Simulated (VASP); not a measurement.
Set up this calculation in VASP 6.6.1, as the native input.

- Task: density of states
- Functional: PBE
- Potentials or basis: VASP PAW PBE potentials, release 64 (Mg, Cd, S)
- Cutoff: 520 eV
- k mesh: 8 × 8 × 8
- Occupations: gaussian, width 0.03 eV
- Spin: no spin polarisation
- k mesh for the DOS: 12 × 12 × 12
- Occupations for the DOS: tetrahedron
- Further INCAR settings: ALGO = Normal; EDIFF = 1e-06; NBANDS = 31

The system is MgCd2S3.

```
CELL_PARAMETERS angstrom
-1.91434 2.71024 5.76089
1.91434 -2.71024 5.76089
1.91434 2.71024 -5.76089
ATOMIC_POSITIONS crystal
Mg 0.00000 0.00000 0.00000
Cd 0.66755 0.66755 0.00000
Cd 0.33245 0.33245 0.00000
S 0.84098 0.34098 0.50000
S 0.15902 0.65902 0.50000
S 0.50000 0.00000 0.50000
```

The cell was built by a generator and needn't be a form met in nature.

The input as run:

POSCAR

```
MgCd2S3
1.0
   -1.9143400000      2.7102400000      5.7608900000
    1.9143400000     -2.7102400000      5.7608900000
    1.9143400000      2.7102400000     -5.7608900000
Mg Cd S
1 2 3
Direct
    0.0000000000      0.0000000000      0.0000000000
    0.6675510000      0.6675510000      0.0000000000
    0.3324490000      0.3324490000      0.0000000000
    0.8409820000      0.3409820000      0.5000000000
    0.1590180000      0.6590180000      0.5000000000
    0.5000000000      0.0000000000      0.5000000000
```

INCAR.step1

```
ALGO = Normal
EDIFF = 1E-6
ENCUT = 520
GGA = PE
ISIF = 2
ISMEAR = 0
KPAR = 4
LASPH = True
LCHARG = True
LREAL = False
LWAVE = False
NBANDS = 31
NELM = 80
PREC = Accurate
SIGMA = 0.03
```

KPOINTS.step1

```
k-points
0
Gamma
  8 8 8
```

INCAR.step2

```
ALGO = Normal
EDIFF = 1E-6
ENCUT = 520
GGA = PE
ICHARG = 11
ISIF = 2
ISMEAR = -5
KPAR = 4
LASPH = True
LCHARG = False
LORBIT = 11
LREAL = False
LWAVE = False
NBANDS = 31
NEDOS = 1001
NELM = 80
PREC = Accurate
SIGMA = 0.03
```

KPOINTS.step2

```
k-points
0
Gamma
  12 12 12
```

Potentials or basis: VASP PAW PBE potentials, release 64 (Mg, Cd, S).

The run is started by

```console
$ cat potpaw_PBE.64/Mg/POTCAR potpaw_PBE.64/Cd/POTCAR potpaw_PBE.64/S/POTCAR > POTCAR
$ cp INCAR.step1 INCAR
$ cp KPOINTS.step1 KPOINTS
$ mpirun -np 4 vasp_std > vasp.out
$ cp INCAR.step2 INCAR
$ cp KPOINTS.step2 KPOINTS
$ mpirun -np 4 vasp_std > vasp.out
```

Results of the run:

| Property | Result |
| --- | --- |
| Valence electrons inside the program's atomic spheres | Mg 0.28; Cd 10.21; S 3.74 |

Run time: 5.8 min on 4 MPI ranks on Intel(R) Xeon(R) Platinum 8488C (Sapphire Rapids), with other jobs on the host, peak memory 1 GiB a rank.
